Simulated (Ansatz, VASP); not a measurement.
## KZnF3 in two plane-wave programs

One calculation is typed for both programs; each brings its own data sets. How far apart do they land? Valence electrons are named where the data sets of a main pair hold unlike numbers.

Calculated with Ansatz 0.2.0; plane waves, with VASP 6.6.1 beside it; G0W0 gap at PBE.

## (1) Starting point

Symmetry: Pm-3m, No. 221, cubic system. The conventional cell has a = 4.050 Å, b = 4.050 Å, c = 4.050 Å, α = 90.00°, β = 90.00°, γ = 90.00°. Nearest to Zn lie 6 F at 2.02 Å. K has 12 F at 2.86 Å nearest. Nearest to F lie 2 Zn at 2.02 Å and 4 K at 2.86 Å. Farther neighbours and most contacts between anions are not listed.

## (2) VASP: G0W0 gap, PBE

Quasiparticle shifts depend on high empty states and on the cores, so they are the hardest test of two PAW sets.

Lines of VASP's logs that name or quote its potential files are left out, and so is its time.

The run reads the wave functions of an earlier VASP run, which isn't shown here.

File INCAR:

```
SYSTEM = KZnF3
PREC = Accurate
ENCUT = 520
ISMEAR = 0
SIGMA = 0.01
LREAL = .FALSE.
GGA = PE
NBANDS = 432
ALGO = EVGW0
NELMGW = 1
ENCUTGW = 200
NOMEGA = 48
PRECFOCK = Fast
NBANDSGW = 32
LWAVE = .FALSE.
LCHARG = .FALSE.
```

File POSCAR:

```
KZnF3
1.0
    4.0500000000      0.0000000000      0.0000000000
    0.0000000000      4.0500000000      0.0000000000
    0.0000000000      0.0000000000      4.0500000000
Zn K F
1 1 3
Direct
    0.5000000000      0.5000000000      0.5000000000
    0.0000000000      0.0000000000      0.0000000000
    0.5000000000      0.5000000000      0.0000000000
    0.0000000000      0.5000000000      0.5000000000
    0.5000000000      0.0000000000      0.5000000000
```

File KPOINTS:

```
Automatic mesh
0
Gamma
4 4 4
0 0 0
```

Potentials, in the order of the species: Zn_GW, K_sv_GW and F_GW (PBE family, release 64).

The run is started by

```sh
$ mpirun -np 8 vasp_std
```

Numbers of over 12 decimals in the logs are rounded to 6 here.

Output:

```text
[banner, memory and clock lines left out]
running    8 mpi-ranks, on    1 nodes
 distrk:  each k-point on    8 cores,    1 groups
 distr:  one band on    1 cores,    8 groups

 POSCAR found type information on POSCAR ZnK F
 POSCAR found :  3 types and       5 ions
|                                                                             |
|           W    W    AA    RRRRR   N    N  II  N    N   GGGG   !!!           |
|           W    W   A  A   R    R  NN   N  II  NN   N  G    G  !!!           |
|           W    W  A    A  R    R  N N  N  II  N N  N  G       !!!           |
|           W WW W  AAAAAA  RRRRR   N  N N  II  N  N N  G  GGG   !            |
|           WW  WW  A    A  R   R   N   NN  II  N   NN  G    G                |
|           W    W  A    A  R    R  N    N  II  N    N   GGGG   !!!           |
|                                                                             |
|     For optimal performance we recommend to set                             |
|       NCORE = 2 up to number-of-cores-per-socket                            |
|     NCORE specifies how many cores store one orbital (NPAR=cpu/NCORE).      |
|     This setting can greatly improve the performance of VASP for DFT.       |
|     The default, NCORE=1 might be grossly inefficient on modern             |
|     multi-core architectures or massively parallel machines. Do your        |
|     Unfortunately you need to use the default for GW and RPA                |
|     calculations (for HF NCORE is supported but not extensively tested      |
|     yet).                                                                   |
|                                                                             |

|                                                                             |
|           W    W    AA    RRRRR   N    N  II  N    N   GGGG   !!!           |
|           W    W   A  A   R    R  NN   N  II  NN   N  G    G  !!!           |
|           W    W  A    A  R    R  N N  N  II  N N  N  G       !!!           |
|           W WW W  AAAAAA  RRRRR   N  N N  II  N  N N  G  GGG   !            |
|           WW  WW  A    A  R   R   N   NN  II  N   NN  G    G                |
|           W    W  A    A  R    R  N    N  II  N    N   GGGG   !!!           |
|                                                                             |
|     The default for ENCUTGWSOFT is different in this version of VASP.       |
|     please manually set ENCUTGWSOFT =200 in the INCAR file.                 |
|                                                                             |

 LDA part: xc-table for (Slater+PW92), standard interpolation
 found WAVECAR, reading the header
 POSCAR, INCAR and KPOINTS ok, starting setup
 FFT: planning ... GRIDC
 FFT: planning ... GRID_SOFT
 FFT: planning ... GRID
 reading WAVECAR
 the WAVECAR file was read successfully
 initial charge from wavefunction
 available memory per node:    122.71 GB, setting MAXMEM to    125660

 The Fermi energy was updated, please check that it is located mid-gap
 values below the HOMO (VB) or above the LUMO (CB) will cause erroneous energies
 E-fermi :   3.4490

 calculate exact exchange contribution
 the WAVEDER file was read successfully
energies w=
    0.000    0.000    0.946    0.000    1.887    0.000    2.822    0.000
    3.746    0.000    4.656    0.000    5.552    0.000    6.432    0.000
    7.295    0.000    8.143    0.000    8.975    0.000    9.794    0.000
   10.601    0.000   11.399    0.000   12.189    0.000   12.975    0.000
   13.759    0.000   14.545    0.000   15.335    0.000   16.135    0.000
   16.946    0.000   17.775    0.000   18.625    0.000   19.503    0.000
   20.413    0.000   21.363    0.000   22.362    0.000   23.418    0.000
   24.542    0.000   25.747    0.000   27.050    0.000   28.469    0.000
   30.029    0.000   31.760    0.000   33.699    0.000   35.897    0.000
   38.420    0.000   41.354    0.000   44.820    0.000   48.987    0.000
   54.102    0.000   60.538    0.000   68.889    0.000   80.153    0.000
   96.158    0.000  120.641    0.000  162.624    0.000  250.881    0.000
 responsefunction array rank=     440
 LDA part: xc-table for (Slater+PW92), standard interpolation

 min. memory requirement per mpi rank    421.6 MB, per node   3372.5 MB

 allocating   6 responsefunctions rank=   440
 shmem allocating  48 responsefunctions rank=   440
 response function shared by NCSHMEM nodes    1
 Doing            6  frequencies on each core in blocks of           48
NQ=   1    0.0000    0.0000    0.0000,
|.........|.........|.........|.........|.........|.........|.........|.........
 performed       1381000 updates of chi_q(r,r)
 total number of BLAS operations       2110.20 Gflops
NQ=   2    0.2500    0.0000    0.0000,
|.........|.........|.........|.........|.........|.........|.........|.........
 performed       3646000 updates of chi_q(r,r)
 total number of BLAS operations       5446.48 Gflops
NQ=   3    0.5000    0.0000    0.0000,
|.........|.........|.........|.........|.........|.........|.........|.........
 performed       5441000 updates of chi_q(r,r)
 total number of BLAS operations       7956.87 Gflops
NQ=   4    0.2500    0.2500    0.0000,
|.........|.........|.........|.........|.........|.........|.........|.........
 performed       8094000 updates of chi_q(r,r)
 total number of BLAS operations      11790.53 Gflops
NQ=   5    0.5000    0.2500    0.0000,
|.........|.........|.........|.........|.........|.........|.........|.........
 performed      10747000 updates of chi_q(r,r)
 total number of BLAS operations      15606.18 Gflops
NQ=   6    0.5000    0.5000    0.0000,
|.........|.........|.........|.........|.........|.........|.........|.........
 performed      12515000 updates of chi_q(r,r)
 total number of BLAS operations      18197.60 Gflops
NQ=   7    0.2500    0.2500    0.2500,
|.........|.........|.........|.........|.........|.........|.........|.........
 performed      14615000 updates of chi_q(r,r)
 total number of BLAS operations      21318.53 Gflops
NQ=   8    0.5000    0.2500    0.2500,
|.........|.........|.........|.........|.........|.........|.........|.........
 performed      17102000 updates of chi_q(r,r)
 total number of BLAS operations      24861.93 Gflops
NQ=   9    0.5000    0.5000    0.2500,
|.........|.........|.........|.........|.........|.........|.........|.........
 performed      19312000 updates of chi_q(r,r)
 total number of BLAS operations      27981.65 Gflops
NQ=  10    0.5000    0.5000    0.5000,
|.........|.........|.........|.........|.........|.........|.........|.........
 performed      20693000 updates of chi_q(r,r)
 total number of BLAS operations      30043.84 Gflops
 resolving degeneracies of screened two electron integrals

 calculate QP shifts <psi_nk| G(iteration)W_0 |psi_nk>: iteration 1
 entering main loop
```

Parts of OUTCAR (step 2):

```text
ion  position               nearest neighbor table
   1  0.500  0.500  0.500-   3 2.02   4 2.02   5 2.02   3 2.02   5 2.02   4 2.02
   2  0.000  0.000  0.000-
   3  0.500  0.500  0.000-   1 2.02   1 2.02
   4  0.000  0.500  0.500-   1 2.02   1 2.02
   5  0.500  0.000  0.500-   1 2.02   1 2.02

  LATTYP: Found a simple cubic cell.
 ALAT       =     4.0500000000

 Subroutine GETGRP returns: Found 48 space group operations
 (whereof 48 operations were pure point group operations)

The static configuration has the point symmetry O_h .

 Found     10 irreducible k-points:

   k-points           NKPTS =     10   k-points in BZ     NKDIM =     64   number of bands    NBANDS=    432

   dimension x,y,z NGX =    30 NGY =   30 NGZ =   30
   dimension x,y,z NGXF=    60 NGYF=   60 NGZF=   60

   ENCUT  =  520.0 eV  38.22 Ry    6.18 a.u.   7.53  7.53  7.53*2*pi/ulx,y,z

   NELECT =      42.0000    total number of electrons

  energy-cutoff  :      520.00
  volume of cell :       66.43
      direct lattice vectors                 reciprocal lattice vectors
     4.050000000  0.000000000  0.000000000     0.246913580  0.000000000  0.000000000
     0.000000000  4.050000000  0.000000000     0.000000000  0.246913580  0.000000000
     0.000000000  0.000000000  4.050000000     0.000000000  0.000000000  0.246913580

 k-points in reciprocal lattice and weights: Automatic mesh
   0.00000000  0.00000000  0.00000000       0.016
   0.25000000  0.00000000  0.00000000       0.094
   0.50000000  0.00000000  0.00000000       0.047
   0.25000000  0.25000000  0.00000000       0.188
   0.50000000  0.25000000  0.00000000       0.188
   0.50000000  0.50000000  0.00000000       0.047
   0.25000000  0.25000000  0.25000000       0.125
   0.50000000  0.25000000  0.25000000       0.188
   0.50000000  0.50000000  0.25000000       0.094
   0.50000000  0.50000000  0.50000000       0.016

 E-fermi :   3.4490

 QP shifts <psi_nk| G(iteration)W_0 |psi_nk>: iteration 1
 for sc-GW calculations column KS-energies equals QP-energies in previous step
 and V_xc(KS)=  KS-energies - (<T + V_ion + V_H > + <T+V_H+V_ion>^1  + <V_x>^1)
 k-point   1 :       0.0000    0.0000    0.0000
  band No.  KS-energies  QP-energies   sigma(KS)   V_xc(KS)     V^pw_x(r,r')   Z            occupation Imag(sigma)
    ...
     18      -0.5004      -2.7637     -24.8587     -21.9059     -30.0755       0.7665       2.0000       0.1569
     19      -0.2955      -2.4173     -25.2112     -22.4602     -30.2339       0.7713       2.0000       0.1515
     20      -0.2955      -2.4173     -25.2112     -22.4602     -30.2339       0.7713       2.0000       0.1515
     21      -0.2955      -2.4173     -25.2112     -22.4602     -30.2339       0.7713       2.0000       0.1515
     22       5.3735       6.7582     -10.2685     -11.8778      -6.8312       0.8605       0.0000      -0.0608
     23      10.2699      12.0432      -7.7384      -9.7673      -4.3957       0.8740       0.0000      -0.0685
     24      10.2699      12.0432      -7.7384      -9.7673      -4.3957       0.8740       0.0000      -0.0685
     25      10.9846      12.3104      -7.4650      -8.9962      -3.5980       0.8658       0.0000      -0.0748
    ...

 k-point   2 :       0.2500    0.0000    0.0000
  band No.  KS-energies  QP-energies   sigma(KS)   V_xc(KS)     V^pw_x(r,r')   Z            occupation Imag(sigma)
    ...
     18      -0.4568      -2.7064     -24.9267     -22.0017     -30.1415       0.7691       2.0000       0.1558
     19      -0.2558      -2.7325     -24.6700     -21.4918     -30.3972       0.7793       2.0000       0.1567
     20      -0.2462      -2.5379     -25.2451     -22.2782     -30.6123       0.7724       2.0000       0.1538
     21      -0.2462      -2.5379     -25.2451     -22.2782     -30.6123       0.7724       2.0000       0.1538
     22       6.4968       7.9822     -11.6426     -13.3911      -8.3909       0.8495       0.0000      -0.0561
     23      10.5071      12.2060      -8.8751     -10.8435      -5.4809       0.8631       0.0000      -0.0708
     24      10.7218      12.6418      -8.4172     -10.6247      -5.1106       0.8697       0.0000      -0.0680
     25      11.6957      13.2689      -8.1841     -10.0075      -4.4573       0.8628       0.0000      -0.0779
    ...

 k-point   3 :       0.5000    0.0000    0.0000
  band No.  KS-energies  QP-energies   sigma(KS)   V_xc(KS)     V^pw_x(r,r')   Z            occupation Imag(sigma)
    ...
     18      -0.4671      -2.6452     -24.9116     -22.0794     -29.9963       0.7690       2.0000       0.1547
     19      -0.1578      -2.6175     -25.3257     -22.1443     -31.0478       0.7731       2.0000       0.1555
     20      -0.1578      -2.6175     -25.3257     -22.1443     -31.0478       0.7731       2.0000       0.1555
     21      -0.0624      -2.6972     -24.3875     -21.0205     -30.3935       0.7825       2.0000       0.1564
     22       8.1361       9.8936     -13.2232     -15.3271      -9.9241       0.8354       0.0000      -0.0619
     23       9.8734      11.3566     -10.2893     -12.0228      -7.1118       0.8556       0.0000      -0.0669
     24      11.2121      13.3136      -9.1639     -11.5923      -5.8862       0.8654       0.0000      -0.0682
     25      12.6118      15.1699     -10.8446     -13.8591      -7.3155       0.8486       0.0000      -0.0883
    ...

 k-point   4 :       0.2500    0.2500    0.0000
  band No.  KS-energies  QP-energies   sigma(KS)   V_xc(KS)     V^pw_x(r,r')   Z            occupation Imag(sigma)
    ...
     18      -0.3569      -2.7677     -25.0480     -21.9181     -30.6251       0.7702       2.0000       0.1570
     19      -0.3209      -2.5733     -25.0155     -22.0870     -30.2496       0.7691       2.0000       0.1549
     20      -0.2669      -2.5688     -25.1925     -22.2105     -30.5807       0.7720       2.0000       0.1542
     21       0.5116      -1.8535     -25.8081     -22.7807     -31.5512       0.7812       2.0000       0.1509
     22       7.3353       8.9248     -12.0400     -13.9217      -8.7322       0.8447       0.0000      -0.0593
     23      10.9152      12.8055      -9.3842     -11.5817      -6.0390       0.8602       0.0000      -0.0707
     24      11.2605      13.1294      -8.9139     -11.0791      -5.5097       0.8632       0.0000      -0.0739
     25      11.9169      13.6514      -9.4695     -11.5035      -5.8371       0.8528       0.0000      -0.0805
    ...

[... 4 further parts left out ...]
```

[end of part 1 of 2]

[Lines on the potential files, build, host, timing and source positions are cut from VASP's logs without a mark.]

[Logs are printed without paths, hosts, clocks, repeated set-up lines and the standing remarks that a program may print on its own settings, such as how far it seeks lower states.]

[Hosts, paths, dates, database ids (printed as entryN), source tags and the programs' standing remarks are cut or masked in the printed files.]
